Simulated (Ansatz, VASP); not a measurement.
**Cross-check of C (Diamond) between VASP and Ansatz**

Aim: how closely do two programs agree when they are given the same cell, functional and k mesh?

Main program and level: Ansatz 0.2.0; plane waves, with VASP 6.6.1 beside it; band structure at LDA.

## Step 1: Set-up

The structure is cubic, space group Fd-3m (No. 227). The conventional cell has a = 3.567 Å, b = 3.567 Å, c = 3.567 Å, α = 90.00°, β = 90.00°, γ = 90.00°. C has 4 C at 1.54 Å nearest.

## Step 2: VASP: band structure, LDA

The same path points are solved in both programs, so levels can be compared one by one.

Lines of VASP's logs that name or quote its potential files are left out, and so is its time.

Contents of INCAR:

```
SYSTEM = C
PREC = Accurate
ENCUT = 440
EDIFF = 1E-08
NELM = 100
ISMEAR = 0
SIGMA = 0.01
LREAL = .FALSE.
ALGO = Normal
GGA = CA
NBANDS = 10
LORBIT = 11
LWAVE = .TRUE.
LCHARG = .FALSE.
KPAR = 4
```

Contents of POSCAR:

```
C
1.0
    0.0000000000      1.7833700000      1.7833700000
    1.7833700000      0.0000000000      1.7833700000
    1.7833700000      1.7833700000      0.0000000000
C
2
Direct
    0.7500000000      0.7500000000      0.7500000000
    0.5000000000      0.5000000000      0.5000000000
```

Contents of KPOINTS:

```
Automatic mesh
0
Gamma
8 8 8
0 0 0
```

Contents of KPOINTS_OPT:

```
Line mode
12
Line-mode
Reciprocal
  0.00000000   0.00000000   0.00000000 GAMMA
  0.50000000   0.00000000   0.50000000 X

  0.50000000   0.00000000   0.50000000 X
  0.50000000   0.25000000   0.75000000 W

  0.50000000   0.25000000   0.75000000 W
  0.37500000   0.37500000   0.75000000 K

  0.37500000   0.37500000   0.75000000 K
  0.00000000   0.00000000   0.00000000 GAMMA

  0.00000000   0.00000000   0.00000000 GAMMA
  0.50000000   0.50000000   0.50000000 L

  0.50000000   0.50000000   0.50000000 L
  0.62500000   0.25000000   0.62500000 U

  0.62500000   0.25000000   0.62500000 U
  0.50000000   0.25000000   0.75000000 W

  0.50000000   0.25000000   0.75000000 W
  0.50000000   0.50000000   0.50000000 L

  0.50000000   0.50000000   0.50000000 L
  0.37500000   0.37500000   0.75000000 K

  0.62500000   0.25000000   0.62500000 U
  0.50000000   0.00000000   0.50000000 X
```

PAW data sets: C_GW (LDA family, release 64).

Run with:

```sh
mpirun -np 4 vasp_std
```

Numbers of over 12 decimals in the logs are rounded to 6 here.

Output:

```text
[banner, memory and clock lines left out]
running    4 mpi-ranks, on    1 nodes
 distrk:  each k-point on    1 cores,    4 groups
 distr:  one band on    1 cores,    1 groups

 POSCAR found type information on POSCAR C
 POSCAR found :  1 types and       2 ions
 LDA part: xc-table for (Slater(with rela. corr.)+CA(PZ))
 , standard interpolation
 POSCAR, INCAR and KPOINTS ok, starting setup
 FFT: planning ... GRIDC
 FFT: planning ... GRID_SOFT
 FFT: planning ... GRID
 WAVECAR not read
 entering main loop
       N       E                     dE             d eps       ncg     rms          rms(c)
DAV:   1     0.977055672247E+01    0.97706E+01   -0.43982E+03   596   0.693E+02
DAV:   2    -0.204686590065E+02   -0.30239E+02   -0.28511E+02   748   0.192E+02
DAV:   3    -0.210462372666E+02   -0.57758E+00   -0.57484E+00   710   0.205E+01
DAV:   4    -0.210478317242E+02   -0.15945E-02   -0.15943E-02   660   0.124E+00
DAV:   5    -0.210478380464E+02   -0.63221E-05   -0.63220E-05   706   0.777E-02    0.491E+00
DAV:   6    -0.204421338311E+02    0.60570E+00   -0.33722E-01   778   0.531E+00    0.263E+00
DAV:   7    -0.202270482610E+02    0.21509E+00   -0.38259E-01   824   0.538E+00    0.359E-01
DAV:   8    -0.202263847728E+02    0.66349E-03   -0.58314E-03   636   0.919E-01    0.288E-02
DAV:   9    -0.202263916022E+02   -0.68294E-05   -0.20203E-05   662   0.453E-02    0.138E-02
DAV:  10    -0.202263933221E+02   -0.17198E-05   -0.11702E-06   658   0.106E-02    0.143E-03
DAV:  11    -0.202263933268E+02   -0.47943E-08   -0.12075E-08   766   0.153E-03
   1 F= -.20226393E+02 E0= -.20226393E+02  d E =-.273292E-23
 Start KPOINTS_OPT (optional k-point list driver)
k-point batch [1-29\120]
       N       E                     dE             ncg
DAV:   1     0.108291282705E+04   -0.94961E+04      596
DAV:   2     0.203465999138E+03   -0.87945E+03      776
DAV:   3     0.190952001759E+03   -0.12514E+02      708
DAV:   4     0.190913833348E+03   -0.38168E-01      646
DAV:   5     0.190913675836E+03   -0.15751E-03      692
DAV:   6     0.190913674874E+03   -0.96208E-06      672
DAV:   7     0.190913674866E+03   -0.82452E-08      698
[...]
k-point batch [117-120\120]
       N       E                     dE             ncg
DAV:   1     0.990145615989E+04   -0.15095E+04       80
DAV:   2     0.979236058180E+04   -0.10910E+03      116
DAV:   3     0.979067747725E+04   -0.16831E+01       92
DAV:   4     0.979067093988E+04   -0.65374E-02       98
DAV:   5     0.979067091996E+04   -0.19921E-04      104
DAV:   6     0.979067091993E+04   -0.24296E-07       96
DAV:   7     0.979067091993E+04   -0.67303E-10      104
 writing wavefunctions
```

From OUTCAR (step 2):

```text
ion  position               nearest neighbor table
   1  0.750  0.750  0.750-   2 1.54   2 1.54   2 1.54   2 1.54
   2  0.500  0.500  0.500-   1 1.54   1 1.54   1 1.54   1 1.54

  LATTYP: Found a face centered cubic cell.
 ALAT       =     3.5667400000

 Subroutine GETGRP returns: Found 48 space group operations
 (whereof 24 operations were pure point group operations)

The static configuration has the point symmetry T_d .
 The point group associated with its full space group is O_h .

 Found     29 irreducible k-points:

   k-points           NKPTS =     29   k-points in BZ     NKDIM =     29   number of bands    NBANDS=     10

   dimension x,y,z NGX =    18 NGY =   18 NGZ =   18
   dimension x,y,z NGXF=    36 NGYF=   36 NGZF=   36

   ENCUT  =  440.0 eV  32.34 Ry    5.69 a.u.   4.31  4.31  4.31*2*pi/ulx,y,z

   NELECT =       8.0000    total number of electrons

 k-points in reciprocal lattice and weights: Automatic mesh
   0.00000000  0.00000000  0.00000000       0.002
   0.12500000  0.00000000  0.00000000       0.016
   0.25000000  0.00000000  0.00000000       0.016
   0.37500000  0.00000000  0.00000000       0.016
   0.50000000  0.00000000  0.00000000       0.008
   0.12500000  0.12500000  0.00000000       0.012
   0.25000000  0.12500000  0.00000000       0.047
   0.37500000  0.12500000  0.00000000       0.047
   0.50000000  0.12500000  0.00000000       0.047
[...]
-0.37500000  0.50000000  0.12500000       0.023
  -0.25000000  0.50000000  0.25000000       0.012

 average (electrostatic) potential at core
       1 -49.4957       2 -49.4957

 E-fermi :   9.8253

 k-point     1 :       0.0000    0.0000    0.0000
  band No.  band energies     occupation
      1     -11.5539      2.00000
      2       9.7590      2.00000
      3       9.7590      2.00000
      4       9.7590      2.00000
      5      15.3056      0.00000
      6      15.3056      0.00000
      7      15.3056      0.00000
      8      23.3131      0.00000
      9      28.7668      0.00000
    ...

 k-point     2 :       0.1250    0.0000    0.0000
  band No.  band energies     occupation
      1     -11.1223      2.00000
      2       7.3812      2.00000
      3       9.1117      2.00000
      4       9.1117      2.00000
      5      16.1597      0.00000
      6      16.1597      0.00000
      7      16.6053      0.00000
      8      23.6066      0.00000
      9      29.3965      0.00000
    ...

 k-point     3 :       0.2500    0.0000    0.0000
  band No.  band energies     occupation
      1      -9.8400      2.00000
      2       3.2333      2.00000
      3       8.0231      2.00000
      4       8.0231      2.00000
      5      17.4876      0.00000
      6      17.4876      0.00000
      7      17.9543      0.00000
      8      24.3490      0.00000
      9      30.1581      0.00000
    ...

  Total       -1.2868938     -1.2868938     -1.2868938      0.0000000      0.0000000     -0.0000000
  in kB     -181.7602609   -181.7602609   -181.7602609      0.0000000      0.0000000     -0.0000000
  external PRESSURE =    -181.7602609 kB  Pullay stress =       0.0000000 kB

  energy-cutoff  :      440.00
  volume of cell :       11.34
      direct lattice vectors                 reciprocal lattice vectors
     0.000000000  1.783370000  1.783370000    -0.280368067  0.280368067  0.280368067
     1.783370000  0.000000000  1.783370000     0.280368067 -0.280368067  0.280368067
     1.783370000  1.783370000  0.000000000     0.280368067  0.280368067 -0.280368067

 POSITION                                       TOTAL-FORCE (eV/Angst)
 -----------------------------------------------------------------------------------
      2.67505      2.67505      2.67505         0.000000      0.000000      0.000000
      1.78337      1.78337      1.78337        -0.000000     -0.000000     -0.000000
 -----------------------------------------------------------------------------------
    total drift:                                0.000000     -0.000000      0.000000

  FREE ENERGIE OF THE ION-ELECTRON SYSTEM (eV)
  ---------------------------------------------------
  free  energy   TOTEN  =       -20.2263933268 eV

  energy  without entropy=      -20.2263933268  energy(sigma->0) =      -20.22639333

 total charge
# of ion       s       p       d       tot
------------------------------------------
    1        0.791   1.719   0.000   2.510
    2        0.791   1.719   0.000   2.510
--------------------------------------------------
tot          1.582   3.438   0.000   5.019

[... 3 further parts left out ...]
```

The run ends at a pressure of -18.18 GPa.

## Step 3: Ansatz: band structure, LDA

Ansatz runs on its default PAW (the set named soft_2) files.

The same cell, functional (in two slightly different forms), mesh and smearing now go to Ansatz, which takes its cutoff from its data sets.

Contents of input.yaml:

```yaml
crystal:
  lattice:
    - [0.0, 1.78337, 1.78337]
    - [1.78337, 0.0, 1.78337]
    - [1.78337, 1.78337, 0.0]
  atoms:
    - { symbol: C, position: [0.75, 0.75, 0.75] }
    - { symbol: C, position: [0.5, 0.5, 0.5] }
hamiltonian:
  xc: lda
  pseudopotentials: { kind: paw }
kpoints:
  mp_grid: { grid: [8, 8, 8] }
  band_path:
    path:
      - [0.0, 0.0, 0.0]
      - [0.18182, 0.0, 0.18182]
      - [0.36364, 0.0, 0.36364]
      - [0.5, 0.0, 0.5]
      - [0.5, 0.09091, 0.59091]
      - [0.5, 0.18182, 0.68182]
      - [0.5, 0.25, 0.75]
      - [0.45455, 0.29545, 0.75]
      - [0.40909, 0.34091, 0.75]
      - [0.375, 0.375, 0.75]
      - [0.20455, 0.20455, 0.40909]
      - [0.06818, 0.06818, 0.13636]
      - [0.04545, 0.04545, 0.04545]
      - [0.22727, 0.22727, 0.22727]
      - [0.40909, 0.40909, 0.40909]
      - [0.51136, 0.47727, 0.51136]
      - [0.55682, 0.38636, 0.55682]
      - [0.60227, 0.29545, 0.60227]
      - [0.61364, 0.25, 0.63636]
      - [0.56818, 0.25, 0.68182]
      - [0.51136, 0.25, 0.73864]
      - [0.5, 0.29545, 0.70455]
      - [0.5, 0.38636, 0.61364]
      - [0.5, 0.47727, 0.52273]
      - [0.47727, 0.47727, 0.54545]
      - [0.43182, 0.43182, 0.63636]
      - [0.38636, 0.38636, 0.72727]
      - [0.60227, 0.20455, 0.60227]
      - [0.55682, 0.11364, 0.55682]
      - [0.5, 0.0, 0.5]
    npoints: 1
scf:
  occupations: { method: gaussian, width: 0.01 }
  n_extra_bands: 7
output:
  forces: true
  stress: true
  eigenvalues: true
```

Run with:

```sh
ansatz run input.yaml --threads 2 --pin off --max-ram 4608MiB --backend cpu --events-out ev --progress --plain --runs-dir out
```

Output:

```text
scf.n_extra_bands = 7 over 4 filled bands (N_el = 8.0): the run solves 11 bands
Engine: ansatz 0.2.0, aarch64-unknown-linux-gnu
Pseudopotentials: kind: paw
Pseudopotential: C, paw, valence charge 4, recommended cutoff 420 eV (normal), C.paw.azcp
Functional definition: SPW92
  exchange = slater_x
  correlation = pw_c
Crystal: 2 atoms, lattice volume = 11.344 Å³
Basis set: ecut = 420 eV, 229 PW (Γ)
Bands: 11, of which v1, the nominal top of the filled ones, is band 4 counted from 1 (3 counted from 0)
Symmetry: 48 space group operations
Space group: Fd-3m (ITA 227), of the structure as read, at distance tolerance 2.2e-5 Å
k-points: 29 of 512
Non-local potential: C, projectors of the file, l = 0: 2, l = 1: 2, l = 2: 1
PAW form: soft (Blöchl's): semilocal exchange-correlation on the pseudo side does not see the compensation charge
PAW frozen core: C, regenerated for the run's functional, and the local potential with it (the file was generated under x = pbe(κ = 0.804, μ = 0.219515), c = pbe(β = 0.066725))
PAW one-centre angular grid: C, 110 points (default); XC on 64 Gauss nodes
Initial density: superposition of atomic densities (neutral atoms: chi_scale 0, normalization atom), corrected by the library's trained network
Initial wavefunctions: pseudopotential atomic-orbital guess
Functional: x = slater, c = lda
SCF iter   1: F=—  HF=-485.971146 eV  |F-HF|=—  |Δ(HF+E_count)|=         —  Δρ=7.14e-3  dr2=2.02e-3  ethr=1.77e-3  ⟨swp⟩=5.5  Hψ=1801  notcnv=0
preconditioner: auto → none  [insulator: Δε(μ)=4.100 eV  Ē_g=24.781 eV  σ=0.010 eV  W_gap=1.00  n_scr=0 (ndim 8)  ℏωp=31.2 eV  f_vac=0.000  D(μ)=0.00/eV (n_scr^D=0)  ε∞_Penn≈2.6]
SCF iter   2: F=—  HF=-485.970625 eV  |F-HF|=—  |Δ(HF+E_count)|=   5.21e-4  Δρ=3.34e-3  dr2=4.35e-4  ethr=2.52e-5  ⟨swp⟩=1.4  Hψ=572  notcnv=0  defer=49
SCF iter   3: F=—  HF=-485.970506 eV  |F-HF|=—  |Δ(HF+E_count)|=   1.19e-4  Δρ=1.66e-4  dr2=2.92e-6  ethr=5.44e-6  ⟨swp⟩=2.0  Hψ=381  notcnv=0  defer=66
SCF iter   4: F=—  HF=-485.970506 eV  |F-HF|=—  |Δ(HF+E_count)|=   5.87e-7  Δρ=7.90e-5  dr2=6.10e-7  ethr=3.65e-8  ⟨swp⟩=1.7  Hψ=318  notcnv=0  defer=66
iter 5 did not close the SCF: its close was put off for the readings that it lacked (scf_convergence_deferred on its scf_iter line)
SCF iter   5: F=-485.970505 eV  HF=-485.970505 eV  |F-HF|=1.72e-8  |Δ(HF+E_count)|=   1.97e-7  Δρ=1.73e-5  dr2=2.74e-8  ethr=7.63e-9  ⟨swp⟩=2.3  Hψ=370  notcnv=0  defer=66
SCF iter   6: F=-485.970505 eV  HF=-485.970505 eV  |F-HF|=3.23e-10  |Δ(HF+E_count)|=   1.24e-8  Δρ=2.86e-6  dr2=5.81e-10  ethr=3.42e-10  ⟨swp⟩=4.0  Hψ=1288  notcnv=0
SCF 1 converged in 6 iterations: F = -485.970505 eV  dr2 = 5.81e-10
  greatest PAW one-centre occupation: 0.635 electrons in one spin orbital (limit 2), on the C atom at site 1 (counted from 0), in its partial waves of l = 0
NSCF: frozen V_eff on 30 k-points
SCF converged after 6 iterations
Free energy (F): -485.970505 eV
Harris-Foulkes:  -485.970505 eV  (|F-HF|=3.23e-10)
Internal energy: -485.970505 eV  (E = F + TS)
E sigma→0 (E₀):  -485.970505 eV
Fermi energy:    15.114682 eV
--- Per-component energies (eV) ---
  E_band       = 33.226343
  E_kinetic    = 184.441161
  E_local      = -124.339017  (includes V_loc(G=0)·N_el)
  E_nonlocal   = 55.372495
  E_hartree    = 26.560538
  E_xc         = -96.666208
  E_vxc        = -120.324712  (∫ρ·V_xc dr)
  E_paw        = -183.503798  (= ΣΔE_a)
  E_vpaw       = -15.044481  (= ΣTr[D̂ρ^β])
  E_aug_tail   = 0.000021  (compensation charges beyond the density's cutoff)
  E_ewald      = -347.961363
  E_core_change = 0.125665  (= ΣΔE_core)
  E_smearing   = -0.000000  (= −TS)
  E_closure    = 0.000000  (closes the sum)
  Σ components = -485.970505   (vs F -485.970505, Δ=0.00e0)
--- Forces (eV/Å), atoms counted from 1 ---
  atom   1  C      0.00000000     0.00000000    -0.00000000
  atom   2  C      0.00000000    -0.00000000    -0.00000000
  max |Σ_I F_I| component: 1.30e-16 eV/Å
--- Stress (GPa, compression-positive) ---
      -13.083868       0.000000      -0.000000
        0.000000     -13.083868      -0.000000
       -0.000000       0.000000     -13.083868
  P = ⅓ Tr σ = -13.0839 GPa (-130.839 kbar)
--- Band table (eV; the first three rows and the last of 29) ---
  k-point 0: bands = [-8.2651, 13.0625, 13.0625, 13.0625, 18.6017, 18.6017, 18.6017, 26.5599, ... 3 higher]
  k-point 1: bands = [-7.8335, 10.6695, 12.4101, 12.4101, 19.4551, 19.4551, 19.9006, 26.8574, ... 3 higher]
  k-point 2: bands = [-6.5509, 6.5226, 11.3165, 11.3165, 20.7859, 20.7859, 21.2435, 27.6114, ... 3 higher]
  k-point 28: bands = [1.2759, 1.2759, 4.6974, 4.6974, 23.5069, 23.5069, 25.3746, 25.3746, ... 3 higher]
```

It took 0.4 s on 2 threads of Arm Neoverse V1, shared host; peak memory 0.23 GiB; 0.62 s of CPU time.

## Step 4: Comparison

Known differences besides the potentials themselves: the two LDA forms differ slightly; the cutoff is 420 eV in Ansatz and 440 eV in VASP; VASP's log shows a relativistic correction to its local exchange, Ansatz's none. Total energies have different zeros and are not compared.

Both answers:

```
                     quantity  Ansatz   VASP  difference
gap over the path points (eV)   4.101  4.100      +0.001
```

Levels at points of the path, from each program's valence-band top (eV; 3 filled, then empty):

```
k (reciprocal lattice)                                Ansatz                                  VASP
     0.000 0.000 0.000         0.00 0.00 0.00 5.54 5.54 5.54         0.00 0.00 0.00 5.55 5.55 5.55
     0.182 0.000 0.182      -2.87 -2.87 -2.54 4.80 9.40 9.40      -2.86 -2.86 -2.52 4.80 9.41 9.41
     0.364 0.000 0.364     -8.06 -5.64 -5.64 4.10 6.91 14.68     -8.05 -5.62 -5.62 4.10 6.91 14.70
     0.500 0.000 0.500    -12.62 -6.30 -6.30 4.71 4.71 16.61    -12.60 -6.28 -6.28 4.71 4.71 16.63
     0.500 0.091 0.591    -12.42 -6.91 -6.91 5.89 5.89 16.00    -12.41 -6.89 -6.89 5.88 5.88 16.03
     0.500 0.182 0.682    -11.97 -8.00 -8.00 8.65 8.65 13.96    -11.96 -7.98 -7.98 8.65 8.65 13.98
     0.500 0.250 0.750  -11.79 -8.37 -8.37 10.44 10.44 12.31  -11.77 -8.35 -8.35 10.45 10.45 12.34
     0.455 0.295 0.750   -11.50 -8.95 -7.16 8.29 10.72 12.97   -11.48 -8.94 -7.15 8.29 10.72 12.99
     0.409 0.341 0.750   -11.57 -9.29 -5.79 6.20 10.67 13.91   -11.55 -9.28 -5.77 6.20 10.68 13.93
     0.375 0.375 0.750   -11.60 -9.37 -5.37 5.62 10.65 14.21   -11.58 -9.36 -5.35 5.62 10.66 14.24
```

Among the levels compared at these points, filled levels agree within 26 meV and empty ones within 25 meV. Not compared: the pressure (VASP's GW data sets at this cutoff don't carry it).

## Step 5: Other set-ups

Further runs change the set-up of one program: Ansatz's method, potentials or start, or VASP's data sets, cutoff or form of LDA. The table gives Ansatz less VASP for each quantity, since a change that brings one quantity closer may part another.

```
                                        run  gap over the path points (eV)
                                   as above                         0.0012
                       cores kept as stored                        -9.0e-4
          Ansatz's all-electron LAPW method                         0.0019
    Ansatz's larger PAW set (cutoff 800 eV)                         0.0019
norm-conserving potentials (cutoff 1116 eV)                          0.037
```

## Step 6: Results

* difference in gap over the path points (band structure, LDA): 0.0012 eV

The difference in gap over the path points is 0.0012 eV (band structure, LDA), within the 0.08 eV picked in this series as the mark of a large difference. Band structure, LDA, cores kept as stored: the difference in gap over the path points goes from 0.0012 to -9.0e-4 eV. Band structure, LDA, Ansatz's all-electron LAPW method: the difference in gap over the path points goes from 0.0012 to 0.0019 eV. Band structure, LDA, Ansatz's larger PAW set (cutoff 800 eV): the difference in gap over the path points goes from 0.0012 to 0.0019 eV. How closely two codes agree says nothing of how well the functional describes the real material.

[Lines on the potential files, build, host, timing and source positions are cut from VASP's logs without a mark.]

[Logs are printed without paths, hosts, clocks, repeated set-up lines and the standing remarks that a program may print on its own settings, such as how far it seeks lower states.]

[Hosts, paths, dates, database ids (printed as entryN), source tags and the programs' standing remarks are cut or masked in the printed files.]
